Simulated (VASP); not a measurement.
```
CELL_PARAMETERS angstrom
      3.50357     0.00000     0.00000
      0.00000     3.50357     0.00000
      0.00000     0.00000     3.50357
ATOMIC_POSITIONS crystal
  Si 0.00000 0.00000 0.00000
  Ni 0.00000 0.50000 0.50000
  Ni 0.50000 0.00000 0.50000
  Ni 0.50000 0.50000 0.00000
```

Calculation: PBE GGA with spin-orbit coupling, VASP's PBE PAW potentials (set 64) (plane waves; VASP). Run with 400 eV cut-off, 8×8×8 Γ-centred mesh, Gaussian smearing of 0.050 eV, potentials Si Ni.

### Question
What does the run give for the energy per atom (σ→0), band gap (over mesh and band path) with the smallest direct gap where there is one?

### Answer

* **band gap (over mesh and band path)**: none (metal, semimetal or under 0.01 eV)
* **energy per atom (σ→0)**: -5.927 eV/atom

Only differences to runs with the same potentials and settings are physical.

The compound is Ni3Si in the L1_2 structure. It was relaxed first.
